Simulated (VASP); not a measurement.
Input:

```xyz
6
Lattice="4.2543 0.0000 0.0000 0.0000 4.2543 0.0000 0.0000 0.0000 2.7070" Properties=species:S:1:pos:R:3 pbc="T T T"
Si     2.1272     2.1272     1.3535
Si     0.0000     0.0000     0.0000
O      2.9489     2.9489     0.0000
O      1.3054     1.3054     0.0000
O      3.4326     0.8218     1.3535
O      0.8218     3.4326     1.3535
```

Method: HSE06 screened hybrid, VASP's PBE PAW potentials (set 64) (plane waves; VASP). Run with 400 eV cut-off, 5×5×8 Γ-centred mesh, Gaussian smearing of 0.010 eV, potentials Si O.

At this cut-off the stress carries a Pulay error, which pulls relaxed volumes low.

Problem. Give the force on each atom (eV/Å).

Solution. 
| atom | Fx | Fy | Fz |
|---|---|---|---|
| Si1 | 0.000 | 0.000 | 0.000 |
| Si2 | 0.000 | 0.000 | 0.000 |
| O3 | -0.200 | -0.200 | 0.000 |
| O4 | 0.200 | 0.200 | 0.000 |
| O5 | 0.200 | -0.200 | 0.000 |
| O6 | -0.200 | 0.200 | 0.000 |

Problem. Give the stress tensor in GPa (positive for a compressed cell).

Solution. 
```
-22.11    0.00    0.00
  0.00  -22.11    0.00
  0.00    0.00  -25.03
```
The pressure is its mean diagonal, -23.08 GPa.

The structure comes from a computed database's SiO2 entry; how it stands against other phases isn't given here. The cell was not relaxed at this level.
